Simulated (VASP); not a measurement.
The system is Pt.

```
Pt
1.0
     0.00000    1.96000    1.96000
     1.96000    0.00000    1.96000
     1.96000    1.96000    0.00000
Pt
1
Direct
  0.00000 0.00000 0.00000
```

The cell was built by a generator and needn't be a form met in nature.

| Item | Value |
| --- | --- |
| Program | VASP 6.6.1 |
| Task | relaxation of cell and atoms |
| Functional | PBE |
| Potentials or basis | VASP PAW PBE potentials, release 64 (Pt) |
| Cutoff | 700 eV |
| k mesh | 18 × 18 × 18 |
| Occupations | methfessel-paxton, width 0.1 eV |
| Spin | no spin polarisation |

At the start: pressure 10.0 GPa; volume 15.06 Å³/atom.

**Question.** Where does the relaxation end?

**Answer.** Over 4 steps the energy falls by 16.6 meV/atom and the volume is 15.62 Å³/atom (+3.7 %); space group Fm-3m (No. 225, to 0.05 Å).

The path:
| step | energy change (eV) | largest force (eV/Å) | pressure (GPa) | volume (Å³) |
| --- | --- | --- | --- | --- |
| 1 | 0.0000 | 0.0000 | 9.97 | 15.06 |
| 2 | 0.0842 | 0.0000 | -18.35 | 17.19 |
| 3 | -0.0165 | 0.0000 | -0.32 | 15.64 |
| 4 | -0.0166 | 0.0000 | -0.03 | 15.62 |

Final structure:
```cif
data_structure
_symmetry_space_group_name_H-M 'P 1'
_symmetry_Int_Tables_number 1
_cell_length_a 2.8056
_cell_length_b 2.8056
_cell_length_c 2.8056
_cell_angle_alpha 60.000
_cell_angle_beta 60.000
_cell_angle_gamma 60.000
_cell_volume 15.62
loop_
_atom_site_label
_atom_site_type_symbol
_atom_site_fract_x
_atom_site_fract_y
_atom_site_fract_z
_atom_site_occupancy
Pt1 Pt 0.00000 0.00000 0.00000 1
```
